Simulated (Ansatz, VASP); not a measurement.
## Two plane-wave programs on TaO5

```
Ta O
1.0
     4.01148    0.00000    0.00000
    -2.00574    3.47404    0.00000
     0.00000    0.00000    4.88452
Ta O
1 5
Direct
  0.00000 0.00000 0.00000
  0.00000 0.00000 0.35859
  0.00000 0.00000 0.64141
  0.62156 0.00000 0.50000
  0.00000 0.62156 0.50000
  0.37844 0.37844 0.50000
```

Alike in both runs: task single point; functional PBE; k mesh 6 × 6 × 4; occupations gaussian, width 0.1 eV; no spin polarisation.

|  | VASP | Ansatz |
| --- | --- | --- |
| version | VASP 6.6.1 | Ansatz 0.2.0 |
| potentials or method | VASP PAW PBE potentials, release 64 (Ta_pv, O) | scalar-relativistic, plane waves, PAW |
| plane-wave cutoff (eV) | 520 | 420 |
| valence electrons in the cell | 41 | 43 |

|  | VASP | Ansatz | Ansatz less VASP |
| --- | --- | --- | --- |
| gap on the k mesh at the Fermi level (eV) | none | none | - |
| rms of the force components (eV/Å) | 4.058 | 4.031 | -0.0271 |

Atom by atom the forces differ by 0.029 eV/Å (rms over components). A gap of «none» marks a metal or a gap that the smearing closes. The two sets of potentials don't hold the same shells in valence.

Caveats: an odd number of electrons without spin polarisation forces a metal; a magnetic or distorted state may lie lower. The runs have no spin-orbit coupling, so splittings on Ta are missing.
